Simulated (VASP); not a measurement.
The input files of a VASP run:

### POSCAR
```
Tl
1
    1.7646000000    -3.0563770000     0.0000000000
    1.7646000000     3.0563770000     0.0000000000
    0.0000000000     0.0000000000     5.6304000000
Tl
2
Direct
  0.3333330000   0.6666670000   0.2500000000
  0.6666670000   0.3333330000   0.7500000000
```

INCAR:
```
SYSTEM = Tl
PREC = Accurate
ENCUT = 400
EDIFF = 1E-6
NELM = 100
ALGO = Normal
LREAL = .FALSE.
LASPH = .TRUE.
ISMEAR = 0
SIGMA = 0.001
GGA = PE
LMAXMIX = 4
LWAVE = .FALSE.
LCHARG = .FALSE.
ISIF = 2
```

### KPOINTS
```
Automatic mesh
0
Gamma
3 3 1
0 0 0
```

POTCAR, in this order: Tl_d (PBE.64 set). Program: vasp_std.

The resulting files:

**standard output**
```
 POSCAR found type information on POSCAR Tl
 POSCAR found :  1 types and       2 ions
 Reading from existing POTCAR
 Reading from existing POTCAR
 LDA part: xc-table for (Slater+PW92), standard interpolation
 POSCAR, INCAR and KPOINTS ok, starting setup
 WAVECAR not read
 entering main loop
       N       E                     dE             d eps       ncg     rms          rms(c)
DAV:   1     0.106612401811E+03    0.10661E+03   -0.12737E+04   102   0.118E+03
DAV:   2    -0.157029728066E+01   -0.10818E+03   -0.10665E+03   105   0.257E+02
DAV:   3    -0.340389235832E+01   -0.18336E+01   -0.18302E+01   137   0.301E+01
DAV:   4    -0.341452265368E+01   -0.10630E-01   -0.10630E-01   105   0.252E+00
DAV:   5    -0.341467483127E+01   -0.15218E-03   -0.15218E-03   120   0.295E-01    0.357E+00
DAV:   6    -0.333892476759E+01    0.75750E-01   -0.82855E-02   104   0.246E+00    0.247E+00
DAV:   7    -0.331038743986E+01    0.28537E-01   -0.81854E-02   102   0.237E+00    0.543E-01
DAV:   8    -0.330983617652E+01    0.55126E-03   -0.84010E-03   104   0.763E-01    0.798E-02
DAV:   9    -0.330991470231E+01   -0.78526E-04   -0.18134E-04   135   0.101E-01    0.299E-02
DAV:  10    -0.330993477272E+01   -0.20070E-04   -0.28569E-05   112   0.462E-02    0.572E-03
DAV:  11    -0.330993503424E+01   -0.26152E-06   -0.46809E-07    70   0.506E-03
   1 F= -.33099350E+01 E0= -.33099350E+01  d E =-.968681E-22
```

**OUTCAR**
```
------------------------ aborting loop because EDIFF is reached ----------------------------------------
  FORCE on cell =-STRESS in cart. coord.  units (eV):
  Direction    XX          YY          ZZ          XY          YZ          ZX
  --------------------------------------------------------------------------------------
  Total       -0.5489297     -0.5489298      5.3355914      0.0000000     -0.0000000     -0.0000000
  in kB      -14.4812112    -14.4812126    140.7572266      0.0000000     -0.0000000     -0.0000000
  external PRESSURE =      37.2649343 kB  Pullay stress =       0.0000000 kB
  volume of cell :       60.73
      direct lattice vectors                 reciprocal lattice vectors
     1.764600000 -3.056377000  0.000000000     0.283350334 -0.163592384  0.000000000
     1.764600000  3.056377000  0.000000000     0.283350334  0.163592384  0.000000000
     0.000000000  0.000000000  5.630400000     0.000000000  0.000000000  0.177607275
 POSITION                                       TOTAL-FORCE (eV/Angst)
 -----------------------------------------------------------------------------------
      1.76460      1.01879      1.40760         0.000000      0.000000      0.000000
      1.76460     -1.01879      4.22280        -0.000000     -0.000000      0.000000
 -----------------------------------------------------------------------------------
    total drift:                               -0.000000      0.000482     -0.000005
  FREE ENERGIE OF THE ION-ELECTRON SYSTEM (eV)
  ---------------------------------------------------
  free  energy   TOTEN  =        -3.3099350342 eV

  energy  without entropy=       -3.3099350342  energy(sigma->0) =       -3.30993503
```
(Selected blocks of OUTCAR.)

Q: The run ends quietly. Is anything wrong with it?

A: The cause: a metal was run with a tiny SIGMA on a coarse mesh. The run ends without an error. Against the sound run, the energy per atom (σ→0) goes up by 0.557 eV/atom; the pressure increases by 2.69 GPa. To mend it, set ISMEAR = 1, set SIGMA = 0.1, correct KPOINTS.
KPOINTS:
```
Automatic mesh
0
Gamma
9 9 5
0 0 0
```
The mended run (PBE GGA, plane waves, VASP's PBE PAW potentials (set 64)) converges, and its OSZICAR ends with
```
   1 F= -.44249690E+01 E0= -.44243630E+01  d E =-.181801E-02
```

The compound is Tl in the hcp structure. The cell was not relaxed at this level.
